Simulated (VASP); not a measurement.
Output of a VASP run:

OUTCAR:
```
 ion  position               nearest neighbor table
   1  0.223  0.112  0.250-  50 1.98  38 1.98  46 1.98  37 1.99   2 3.23  10 3.23  13 3.24  14 3.24
                            16 3.24   5 3.24   4 3.24   9 3.25  17 3.25  12 3.25  25 3.25  33 3.26
   2  0.111  0.222  0.001-  43 1.98  39 1.98  62 1.98  38 1.99   7 3.23   3 3.23   1 3.23   5 3.23
                            25 3.23  27 3.24  26 3.24  34 3.24  10 3.25   6 3.25  18 3.25  14 3.25
   3  0.221  0.111  0.751-  52 1.98  39 1.98  48 1.98  40 1.98  16 3.21  14 3.22   2 3.23  10 3.23
                            35 3.23  27 3.24   7 3.24  12 3.24   4 3.25  11 3.25  19 3.26  15 3.26
   4  0.109  0.221  0.500-  60 1.98  41 1.98  37 1.99  40 1.99  20 3.22  16 3.23  25 3.23  27 3.23
                            28 3.24  36 3.24   5 3.24   1 3.24   8 3.25   3 3.25   7 3.25  12 3.25
   5  0.223  0.445  0.250-  53 1.98  42 1.98  38 1.98  41 1.99  21 3.23   2 3.23   6 3.23  20 3.24
                            18 3.24   4 3.24   1 3.24   9 3.25   8 3.25  17 3.25  25 3.25  29 3.25
   6  0.111  0.556  0.000-  66 1.98  43 1.98  47 1.98  42 1.99   7 3.23  29 3.23   9 3.23  31 3.23
                             5 3.23  11 3.23  30 3.24  18 3.24  26 3.24   2 3.25  22 3.25  10 3.25
   7  0.221  0.444  0.751-  55 1.98  43 1.98  44 1.98  40 1.98  20 3.21  18 3.22   2 3.23   6 3.23
                            31 3.23  27 3.24   8 3.24   3 3.24   4 3.25  11 3.25  23 3.26  19 3.26
   8  0.111  0.556  0.501-  64 1.96  41 1.97  44 1.99  45 1.99  20 3.23  24 3.23  31 3.23  11 3.24
                            12 3.24  29 3.24   7 3.24  28 3.24   9 3.24  32 3.24   4 3.25   5 3.25
   9  0.222  0.778  0.250-  42 1.98  46 1.98  57 1.98  45 1.99   6 3.23  22 3.23  10 3.23  24 3.24
                            29 3.24  12 3.24   8 3.24  33 3.24   1 3.25   5 3.25  13 3.25  21 3.25
  10  0.111  0.889  0.000-  70 1.98  39 1.98  47 1.98  46 1.99   3 3.23  33 3.23  35 3.23   9 3.23
                             1 3.23  11 3.23  30 3.24  14 3.24  34 3.24   2 3.25   6 3.25  22 3.25
  11  0.222  0.778  0.751-  44 1.98  48 1.98  59 1.99  47 1.99  24 3.23  12 3.23  22 3.23  10 3.23
                             6 3.23   8 3.24  31 3.24  35 3.24   7 3.25   3 3.25  23 3.25  15 3.25
  12  0.111  0.888  0.501-  68 1.97  37 1.98  45 1.98  48 1.98  16 3.23  35 3.23  11 3.23  24 3.24
                             8 3.24   3 3.24  36 3.24   9 3.24  33 3.24  32 3.25   1 3.25   4 3.25
  13  0.555  0.112  0.249-  50 1.98  61 1.98  57 1.98  49 1.99  26 3.23  22 3.23   1 3.24  14 3.24
                            17 3.24  28 3.24   9 3.25  25 3.25  29 3.25  24 3.26  21 3.26  16 3.28
  14  0.444  0.222  0.999-  50 1.97  39 1.98  54 1.98  51 1.99   3 3.22  15 3.23  13 3.24  19 3.24
                             1 3.24  10 3.24  22 3.25  18 3.25  26 3.25  17 3.25   2 3.25  30 3.25
  15  0.556  0.111  0.751-  52 1.98  63 1.98  51 1.98  59 1.99  14 3.23  26 3.23  22 3.23  16 3.24
                            27 3.24  24 3.24  28 3.24  23 3.24  31 3.25  19 3.25  11 3.25   3 3.26
  16  0.440  0.221  0.503-  37 1.98  52 1.98  49 2.01  72 2.02   3 3.21  19 3.21  20 3.22   4 3.23
                            12 3.23  15 3.24   1 3.24  24 3.26  32 3.26  17 3.27  28 3.27  13 3.28
  17  0.557  0.445  0.250-  72 1.98  65 2.00  53 2.00  50 2.01  33 3.23  29 3.23  21 3.24  13 3.24
                            32 3.24  30 3.24  14 3.25  18 3.25   1 3.25   5 3.25  20 3.27  16 3.27
  18  0.444  0.555  0.999-  53 1.97  43 1.98  54 1.98  58 1.99   7 3.22  23 3.23  21 3.23  19 3.24
                             5 3.24   6 3.24  14 3.25   2 3.25  22 3.25  17 3.25  34 3.25  30 3.25
  19  0.557  0.445  0.749-  67 1.98  54 1.99  55 1.99  52 1.99  20 3.21  32 3.21  16 3.21  30 3.23
                            18 3.24  14 3.24  31 3.24  35 3.24  23 3.25  15 3.25   3 3.26   7 3.26
  20  0.440  0.551  0.503-  41 1.98  55 1.98  72 2.01  56 2.02   7 3.21  19 3.21   4 3.22  16 3.22
                             8 3.23   5 3.24  23 3.24  24 3.26  17 3.27  32 3.27  21 3.28  36 3.28
  21  0.555  0.776  0.249-  53 1.98  69 1.98  57 1.99  56 1.99  34 3.23   5 3.23  22 3.23  18 3.23
                            17 3.24  36 3.24  33 3.25   9 3.25  25 3.25  24 3.26  13 3.26  20 3.28
  22  0.444  0.889  0.000-  51 1.98  58 1.98  47 1.98  57 1.99   9 3.23  15 3.23  13 3.23  23 3.23
                            21 3.23  11 3.23  34 3.24  14 3.25   6 3.25  26 3.25  18 3.25  10 3.25
  23  0.556  0.778  0.751-  55 1.98  71 1.98  58 1.98  59 1.99  18 3.23  34 3.23  22 3.23  24 3.24
                            36 3.24  27 3.24  15 3.24  20 3.24  35 3.24  19 3.25  11 3.25   7 3.26
  24  0.443  0.888  0.501-  45 1.97  59 1.98  56 1.99  49 2.00  11 3.23   8 3.23  23 3.24  12 3.24
                            15 3.24   9 3.24  36 3.26  16 3.26  21 3.26  13 3.26  20 3.26  28 3.26
  25  0.888  0.111  0.250-  61 1.98  69 1.98  38 1.98  60 1.99   4 3.23  26 3.23   2 3.23  34 3.23
                            28 3.24  36 3.24  13 3.25  21 3.25  33 3.25   1 3.25  29 3.25   5 3.25
  26  0.778  0.222  0.001-  66 1.98  51 1.98  62 1.98  61 1.99  13 3.23  15 3.23  25 3.23  31 3.24
                            29 3.24  27 3.24   2 3.24   6 3.24  30 3.25  34 3.25  22 3.25  14 3.25
  27  0.888  0.111  0.750-  40 1.98  63 1.98  71 1.98  62 1.99   4 3.23  15 3.24  34 3.24  26 3.24
                            23 3.24   7 3.24   2 3.24   3 3.24  28 3.24  35 3.24  36 3.24  31 3.24
  28  0.778  0.223  0.500-  64 1.98  60 1.98  63 1.99  49 1.99  32 3.23   4 3.24  29 3.24  25 3.24
                            15 3.24  31 3.24   8 3.24  27 3.24  13 3.24  24 3.26  36 3.27  16 3.27
  29  0.889  0.445  0.250-  65 1.98  42 1.99  61 1.99  64 1.99  33 3.23   6 3.23  17 3.23  26 3.24
                            28 3.24   8 3.24  32 3.24  30 3.24   9 3.24  13 3.25  25 3.25   5 3.25
  30  0.778  0.556  0.999-  65 1.97  66 1.98  70 1.98  54 1.99  31 3.22  35 3.22  19 3.23  33 3.24
                            29 3.24  10 3.24  17 3.24   6 3.24  26 3.25  34 3.25  18 3.25  14 3.25
  31  0.889  0.445  0.751-  67 1.97  66 1.98  44 1.98  63 1.99  30 3.22   6 3.23  32 3.23   8 3.23
                             7 3.23  26 3.24  28 3.24  11 3.24  19 3.24  27 3.24  15 3.25  35 3.25
  32  0.777  0.555  0.501-  72 1.97  64 2.00  67 2.00  68 2.01  19 3.21  28 3.23  31 3.23  17 3.24
                            35 3.24  29 3.24  36 3.24   8 3.24  12 3.25  33 3.25  16 3.26  20 3.27
  33  0.889  0.777  0.250-  65 1.98  69 1.99  46 1.99  68 1.99  29 3.23  10 3.23  17 3.23  34 3.24
                            36 3.24  30 3.24  12 3.24   9 3.24  21 3.25  32 3.25  25 3.25   1 3.26
  34  0.778  0.889  0.000-  70 1.98  58 1.98  62 1.98  69 1.99  21 3.23  23 3.23  25 3.23  35 3.23
                            33 3.24  27 3.24   2 3.24  10 3.24  22 3.24  26 3.25  30 3.25  18 3.25
  35  0.889  0.778  0.751-  67 1.97  70 1.98  48 1.98  71 1.99  30 3.22  12 3.23  10 3.23  34 3.23
                             3 3.23  36 3.24  32 3.24  19 3.24  11 3.24  27 3.24  23 3.24  31 3.25
  36  0.777  0.888  0.500-  68 1.98  60 1.98  56 1.99  71 1.99  35 3.24  33 3.24  23 3.24  25 3.24
                            32 3.24   4 3.24  21 3.24  12 3.24  27 3.24  24 3.26  28 3.27  20 3.28
  37  0.220  0.110  0.438-  16 1.98  12 1.98   4 1.99   1 1.99
  38  0.111  0.222  0.189-   1 1.98  25 1.98   5 1.98   2 1.99
  39  0.221  0.111  0.939-   3 1.98  10 1.98   2 1.98  14 1.98
  40  0.111  0.222  0.688-   3 1.98  27 1.98   7 1.98   4 1.99
  41  0.220  0.444  0.438-   8 1.97  20 1.98   4 1.98   5 1.99
  42  0.112  0.556  0.189-   9 1.98   5 1.98  29 1.99   6 1.99
  43  0.221  0.444  0.939-   2 1.98   7 1.98   6 1.98  18 1.98
...
```

File OSZICAR:
```
       N       E                     dE             d eps       ncg     rms          rms(c)
DAV:   1    -0.524320814731E+03   -0.52432E+03   -0.22988E+01   729   0.125E+01    0.966E+00
DAV:   2    -0.524509659174E+03   -0.18884E+00   -0.78700E-01   848   0.155E+00    0.658E+00
DAV:   3    -0.524460703224E+03    0.48956E-01   -0.73017E-02   851   0.603E-01    0.385E+00
DAV:   4    -0.524440822380E+03    0.19881E-01   -0.26721E-02   832   0.321E-01    0.218E+00
DAV:   5    -0.524433840328E+03    0.69821E-02   -0.49628E-03   840   0.144E-01    0.121E+00
DAV:   6    -0.524431408667E+03    0.24317E-02   -0.16482E-03   832   0.896E-02    0.674E-01
DAV:   7    -0.524430606872E+03    0.80180E-03   -0.47411E-04   832   0.562E-02    0.376E-01
DAV:   8    -0.524430355390E+03    0.25148E-03   -0.22015E-04   872   0.360E-02    0.207E-01
DAV:   9    -0.524430281329E+03    0.74061E-04   -0.59946E-05   760   0.185E-02    0.115E-01
DAV:  10    -0.524430259962E+03    0.21367E-04   -0.23165E-05   560   0.125E-02    0.629E-02
DAV:  11    -0.524430255825E+03    0.41366E-05   -0.11130E-05   464   0.806E-03
   1 F= -.52443026E+03 E0= -.52443026E+03  d E =-.600245E-16  mag=     1.0000
```

OUTCAR:
```
------------------------ aborting loop because EDIFF is reached ----------------------------------------
  volume of cell :      866.68
      direct lattice vectors                 reciprocal lattice vectors
     4.868317893 -8.432173817  0.000000000     0.102704879 -0.059296690  0.000000000
     4.868317893  8.432173817  0.000000000     0.102704879  0.059296690  0.000000000
     0.000000000  0.000000000 10.556283981     0.000000000  0.000000000  0.094730305
  FREE ENERGIE OF THE ION-ELECTRON SYSTEM (eV)
  ---------------------------------------------------
  free  energy   TOTEN  =      -524.4302558250 eV

  energy  without entropy=     -524.4302558250  energy(sigma->0) =     -524.43025583

  exchange ACFDT corr.  =         0.00000000  see jH, gK, PRB 81, 115126

 total charge

# of ion       s       p       d       tot
------------------------------------------
    1        1.010   1.394   0.382   2.786
    2        1.011   1.398   0.385   2.794
    3        1.013   1.405   0.388   2.806
    4        1.010   1.395   0.382   2.787
    5        1.010   1.394   0.382   2.786
    6        1.011   1.399   0.385   2.796
    7        1.013   1.405   0.388   2.806
    8        1.016   1.412   0.391   2.819
    9        1.011   1.396   0.384   2.791
   10        1.011   1.399   0.385   2.795
   11        1.011   1.398   0.384   2.793
   12        1.016   1.408   0.389   2.813
   13        1.010   1.395   0.382   2.787
   14        1.012   1.402   0.387   2.801
   15        1.013   1.402   0.386   2.801
   16        1.043   1.384   0.357   2.783
   17        1.041   1.439   0.361   2.840
   18        1.012   1.403   0.387   2.802
   19        1.008   1.384   0.379   2.772
   20        1.043   1.395   0.358   2.796
   21        1.010   1.395   0.382   2.787
   22        1.011   1.397   0.384   2.793
   23        1.012   1.402   0.386   2.801
   24        1.017   1.385   0.376   2.777
   25        1.010   1.395   0.384   2.789
   26        1.011   1.398   0.384   2.793
   27        1.011   1.394   0.383   2.787
   28        1.010   1.393   0.381   2.783
   29        1.010   1.393   0.382   2.786
   30        1.013   1.406   0.388   2.807
   31        1.013   1.406   0.388   2.806
   32        1.044   1.451   0.363   2.859
   33        1.010   1.394   0.382   2.787
   34        1.011   1.398   0.385   2.794
   35        1.013   1.406   0.388   2.806
   36        1.010   1.394   0.381   2.785
   37        1.228   2.454   0.000   3.682
   38        1.225   2.457   0.000   3.683
   39        1.225   2.460   0.000   3.686
   40        1.225   2.457   0.000   3.683
   41        1.227   2.458   0.000   3.685
   42        1.226   2.458   0.000   3.684
   43        1.225   2.461   0.000   3.686
   44        1.225   2.459   0.000   3.684
   45        1.226   2.458   0.000   3.684
   46        1.226   2.458   0.000   3.683
   47        1.225   2.458   0.000   3.683
   48        1.225   2.459   0.000   3.684
   49        1.234   2.426   0.000   3.661
   50        1.227   2.455   0.000   3.682
   51        1.226   2.459   0.000   3.685
   52        1.227   2.457   0.000   3.684
...
```
(Selected blocks of OUTCAR.)

POSCAR:
```
Ga36CN35
1
    4.8683178927    -8.4321738171     0.0000000000
    4.8683178927     8.4321738171     0.0000000000
    0.0000000000     0.0000000000    10.5562839806
Ga N C
36 35 1
Direct
  0.2229416942   0.1115212084   0.2497603171
  0.1107536182   0.2220376546   0.0005530706
  0.2211571211   0.1108547246   0.7509576914
  0.1093346398   0.2214050628   0.4998187235
  0.2230021597   0.4446621322   0.2498680118
  0.1111129601   0.5555033660   0.0004783182
  0.2211363713   0.4436609057   0.7510810605
  0.1109194144   0.5556131578   0.5006128028
  0.2223770380   0.7778053228   0.2498153299
  0.1109936676   0.8888756907   0.0004255264
  0.2220651989   0.7776905637   0.7506583497
  0.1107824176   0.8881796511   0.5006975674
  0.5553531577   0.1117557043   0.2494537888
  0.4442733510   0.2219831028   0.9990448520
  0.5562133428   0.1110433220   0.7507585769
  0.4404758535   0.2211017999   0.5029870175
  0.5567967136   0.4448964626   0.2498391576
  0.4441997001   0.5552524984   0.9990332431
  0.5568198384   0.4450219951   0.7493495731
  0.4400728288   0.5512286655   0.5027292589
  0.5551546904   0.7763402211   0.2494304730
  0.4444963895   0.8888042974   0.0002963105
  0.5559644833   0.7780411697   0.7506973240
  0.4428931331   0.8876906371   0.5011454804
  0.8884523296   0.1108374702   0.2502206396
  0.7778483505   0.2222456304   0.0005248732
  0.8884492122   0.1109438357   0.7502571854
  0.7777680913   0.2230738322   0.5000307251
  0.8891074410   0.4453491751   0.2499804028
  0.7783921206   0.5558346184   0.9989584657
  0.8894786076   0.4447011327   0.7507520422
  0.7772990506   0.5546318757   0.5010550480
  0.8887414990   0.7768733951   0.2497846605
  0.7777925606   0.8888754449   0.0003597794
  0.8893188989   0.7782342087   0.7505951714
  0.7774605923   0.8875686129   0.5000171218
  0.2200882547   0.1096820660   0.4383391774
  0.1108929427   0.2220072087   0.1889631292
  0.2213945048   0.1107879672   0.9386325941
  0.1105276569   0.2218959400   0.6882351923
  0.2197567477   0.4436159186   0.4383400088
  0.1116415020   0.5557206305   0.1886278777
  0.2213819950   0.4438049366   0.9387764485
  0.1115974136   0.5558681192   0.6887346265
  0.2226581186   0.7780243914   0.4384390235
  0.1114684048   0.8891021087   0.1886331325
  0.2222727545   0.7777969471   0.9387682836
  0.1114877242   0.8890297080   0.6886753635
  0.5548574845   0.1111167199   0.4383937344
  0.4439067457   0.2209454324   0.1859287590
  0.5558921709   0.1106228845   0.9384975773
  0.4432686412   0.2204761824   0.6907048002
  0.4439241971   0.5558121191   0.1859591756
  0.5557752020   0.4444153017   0.9375748705
  0.4431401075   0.5557017673   0.6907101138
  0.5547478222   0.7765361253   0.4383908173
  0.4448675753   0.8889465646   0.1887874207
  0.5557714800   0.7781794203   0.9385100770
  0.4443801603   0.8887310239   0.6886669025
  0.8870753877   0.1099689664   0.4385581415
  0.7778162632   0.2225009302   0.1889499846
  0.8885823906   0.1109636607   0.9386097214
  0.7777184831   0.2224019897   0.6883499662
  0.8912885517   0.4448076628   0.4384174460
  0.7798076017   0.5565117879   0.1855062202
  0.8893499341   0.4439764697   0.9385860373
  0.7800906257   0.5567331924   0.6906805189
  0.8908653934   0.7792521557   0.4383186388
  0.7777086438   0.8885885571   0.1887762433
  0.8893079385   0.7786714897   0.9384365729
  0.7775827580   0.8887418754   0.6883199926
  0.5580478849   0.4457672309   0.4371774703
```

Q: Write an INCAR and KPOINTS that could have produced this output.

A: One answer among several that fit: the input of the run itself, HSE06 screened hybrid, plane waves, VASP's PBE PAW potentials (set 64).

**KPOINTS**
```
Automatic mesh
0
Gamma
1 1 1
0 0 0
```

### INCAR
```
AEXX = 0.25
ALGO = Normal
EDIFF = 1E-5
ENCUT = 400
GGA = PE
HFSCREEN = 0.2
ISIF = 0
ISMEAR = 0
ISPIN = 2
ISYM = 0
LASPH = .True.
LCHARG = .False.
LHFCALC = .True.
LMAXMIX = 4
LORBIT = 10
LREAL = Auto
LWAVE = .False.
MAGMOM = 72*0.0139
NELM = 50
NELMIN = 4
NUPDOWN = 1
PREC = Normal
PRECFOCK = Fast
SIGMA = 0.05
SYSTEM = Ga36CN35
```

POTCAR, in this order: Ga N C (PBE.64 set). Program: vasp_gam. Read from the step before: WAVECAR.

The supercell is sampled at Γ alone, which is coarse: total energies, pressure and levels can be off, energies of defects by several tenths of an eV.

The cell is a supercell with a defect, built from GaN (wurtzite): C_N. The cell's shape comes from a PBE relaxation.
